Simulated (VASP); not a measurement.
Input of a VASP 6.6.1 run:

File INCAR:

```
  PREC = Accurate
  ENCUT = 520
  EDIFF = 1E-6
  ISMEAR = -1
  SIGMA = 0.05
  LREAL = F
  LASPH = T
  NELM = 60
  ALGO = Normal
  ISIF = 2
  LWAVE = F
  LCHARG = F
  GGA = PE
  NBANDS = 16
```

KPOINTS

```
Automatic mesh
0
Gamma
  8 8 7
```

File POSCAR:

```
ScSi2
1.0
    3.6842391170      0.0000000000      0.0000000000
   -1.8421195585      3.1906446690      0.0000000000
    0.0000000000      0.0000000000      3.8956298860
Sc Si
1 2
Direct
    0.0000000000      0.0000000000      0.0000000000
    0.6666666667      0.3333333333      0.5000000000
    0.3333333333      0.6666666667      0.5000000000
```

Potentials or basis: VASP PAW PBE potentials, release 64 (Sc_sv, Si).

Run with:

```bash
$ cat potpaw_PBE.64/Sc_sv/POTCAR potpaw_PBE.64/Si/POTCAR > POTCAR
$ mpirun -np 1 vasp_std > vasp.out
```

Question: Predict the band gap on the k mesh.

Answer: None (metal or under the smearing width).

Question: Predict the pressure.

Answer: 21.4 GPa.

Stress tensor (GPa, compression positive):
```
32.42  0.00  0.00
 0.00 32.42  0.00
 0.00  0.00 -0.67
```

Caveat: so large a pressure means that the cell lies far from this level's equilibrium, or that cutoff or potentials fall short.
